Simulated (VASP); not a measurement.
Calculation: PBEsol GGA, VASP's PBE PAW potentials (set 64) (plane waves; VASP 6.6.1).

VASP input:

KPOINTS:
```
k-points along high-symmetry lines
15
Line-mode
Reciprocal
  0.000000   0.000000   0.000000 ! GAMMA
  0.000000   0.500000   0.000000 ! X

  0.000000   0.500000   0.000000 ! X
  0.500000   0.500000   0.000000 ! M

  0.500000   0.500000   0.000000 ! M
  0.000000   0.000000   0.000000 ! GAMMA

  0.000000   0.000000   0.000000 ! GAMMA
  0.500000   0.500000   0.500000 ! R

  0.500000   0.500000   0.500000 ! R
  0.000000   0.500000   0.000000 ! X

  0.500000   0.500000   0.500000 ! R
  0.500000   0.500000   0.000000 ! M
```

INCAR:
```
! general
SYSTEM  = Al3GaSb4
PREC    = Accurate
ENCUT   = 400
LREAL   = F
LASPH   = T
ICHARG  = 11

! electronic loop
EDIFF   = 1E-7
NELM    = 100
ALGO    = Normal
LMAXMIX = 4

! smearing
ISMEAR  = 0
SIGMA   = 0.05

! functional
GGA     = PS

! output
LWAVE   = F
LCHARG  = F
LORBIT  = 11
```

File POSCAR:
```
Al3GaSb4
1
    6.1532573406    -0.0000000000     0.0000000000
    0.0000000000     6.1532573406    -0.0000000000
   -0.0000000000    -0.0000000000     6.1532573406
Ga Sb Al
1 4 3
Direct
  1.0000000000   1.0000000000   0.0000000000
  0.2493042877   0.2493042877   0.2493042877
  0.7506957123   0.7506957123   0.2493042877
  0.7506957123   0.2493042877   0.7506957123
  0.2493042877   0.7506957123   0.7506957123
  0.5000000000   0.5000000000   0.0000000000
  0.5000000000   1.0000000000   0.5000000000
  1.0000000000   0.5000000000   0.5000000000
```

POTCAR, in this order: Ga_d Sb Al (PBE.64 set). Program: vasp_std. Read from the step before: CHGCAR.

What VASP printed:

**OSZICAR**
```
       N       E                     dE             d eps       ncg     rms          rms(c)
DAV:   1     0.195311498423E+03    0.19531E+03   -0.14082E+04  4904   0.121E+03
DAV:   2    -0.128281515982E+02   -0.20814E+03   -0.20358E+03  5422   0.251E+02
DAV:   3    -0.324041735843E+02   -0.19576E+02   -0.18761E+02  5830   0.776E+01
DAV:   4    -0.329991193832E+02   -0.59495E+00   -0.58712E+00  5656   0.144E+01
DAV:   5    -0.330176651892E+02   -0.18546E-01   -0.18529E-01  7152   0.251E+00
DAV:   6    -0.330180564102E+02   -0.39122E-03   -0.39112E-03  6054   0.312E-01
DAV:   7    -0.330180639388E+02   -0.75286E-05   -0.75284E-05  7142   0.519E-02
DAV:   8    -0.330180640725E+02   -0.13367E-06   -0.13340E-06  6010   0.626E-03
DAV:   9    -0.330180640750E+02   -0.25602E-08   -0.27294E-08  4460   0.100E-03
   1 F= -.33018064E+02 E0= -.33018064E+02  d E =-.910389E-10
```

### OUTCAR
```
 val. band max:        4.6081312833   @ k =   0.0000   0.0000   0.0000

 cond. band min:       5.0258156370   @ k =   0.5000   0.5000   0.5000



 k-point     1 :       0.0000    0.0000    0.0000
  band No.  band energies     occupation
      1     -10.1612      2.00000
      2     -10.1612      2.00000
      3     -10.1612      2.00000
      4     -10.1162      2.00000
      5     -10.1162      2.00000
      6      -6.2762      2.00000
      7      -4.1866      2.00000
      8      -4.1866      2.00000
      9      -4.1866      2.00000
     10      -1.7116      2.00000
     11      -0.9428      2.00000
     12      -0.9428      2.00000
     13       2.3302      2.00000
     14       2.3302      2.00000
     15       2.3302      2.00000
     16       2.3403      2.00000
     17       2.3403      2.00000
     18       2.3403      2.00000
     19       4.6081      2.00000
     20       4.6081      2.00000
     21       4.6081      2.00000
     22       5.2650      0.00000
     23       5.7602      0.00000
     24       5.7602      0.00000
     25       5.7607      0.00000
     26       6.0128      0.00000

 k-point     2 :       0.0000    0.0357    0.0000
  band No.  band energies     occupation
      1     -10.1613      2.00000
      2     -10.1613      2.00000
      3     -10.1612      2.00000
      4     -10.1163      2.00000
      5     -10.1162      2.00000
      6      -6.2722      2.00000
      7      -4.2004      2.00000
      8      -4.1862      2.00000
      9      -4.1862      2.00000
     10      -1.7031      2.00000
     11      -0.9404      2.00000
     12      -0.9300      2.00000
     13       2.3163      2.00000
     14       2.3242      2.00000
     15       2.3242      2.00000
     16       2.3278      2.00000
     17       2.3417      2.00000
     18       2.3417      2.00000
     19       4.5308      2.00000
     20       4.5929      2.00000
     21       4.5929      2.00000
     22       5.3101      0.00000
     23       5.7651      0.00000
...
```

The density is held fixed in this step, so its total energy and stress have no physical meaning. Unless said otherwise, spin-orbit coupling is left out, though it shifts the bands of the heavy elements here.

The structure was generated: Al3GaSb4 was put into an ordered model structure (P-43m), which need not be its known phase. It was relaxed first.
